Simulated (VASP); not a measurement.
Here is the system:

```
CELL_PARAMETERS angstrom
      4.61212     0.00000     0.00000
      0.00000     4.61212     0.00000
      0.00000     0.00000     4.61212
ATOMIC_POSITIONS crystal
  Cs 0.00000 0.00000 0.00000
  I  0.50000 0.50000 0.50000
```

Level of theory: vdW-DF-cx, VASP's PBE PAW potentials (set 64) (plane waves; VASP 6.6.1). Numerical set-up: 520 eV cut-off, 6×6×6 Γ-centred mesh, Gaussian smearing of 0.050 eV, potentials Cs_sv I.

Unless said otherwise, spin-orbit coupling is left out, though it shifts the bands of the heavy elements here.

Q: What does the run give for the energy per atom (σ→0), band gap (on the k-mesh) with the smallest direct gap where there is one?

A: 
| Item | Value |
|---|---|
| band gap (on the k-mesh) | 3.80 eV |
| smallest direct gap (on the k-mesh) | 3.90 eV |
| energy per atom (σ→0) | -0.403 eV/atom |

The absolute energy has meaning only against runs of the same code, potentials and settings.

The compound is CsI in the CsCl type structure. This cell is one point of a volume scan, at 1.06 of the reference volume.
